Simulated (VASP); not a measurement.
Input:

```xyz
2
Lattice="0.0000 2.2320 2.2320 2.2320 0.0000 2.2320 2.2320 2.2320 0.0000" Properties=species:S:1:pos:R:3 pbc="T T T"
Ga     0.0000     0.0000     0.0000
N      1.1160     1.1160     1.1160
```

The numbers are results of LDA (Ceperley-Alder, Perdew-Zunger), VASP's LDA PAW potentials (set 64) (plane waves; VASP), not measurements. Numerical set-up: 520 eV cut-off, 11×11×11 Γ-centred mesh, tetrahedra with Blöchl corrections, potentials Ga_d N.

Problem. The job: GaN (zinc blende), 2 atoms, LDA, static run, 520 eV, 11×11×11 Γ-centred mesh. Roughly how much core time does it take on a busy server core?

Solution. About 6 core-seconds (one run on a shared machine, a rough figure). It had 56 irreducible k-points, 13 bands, up to 609 plane waves and 13 electronic steps.

The compound is GaN in the zinc blende structure, a metastable form; wurtzite is the usual one. It was relaxed first.
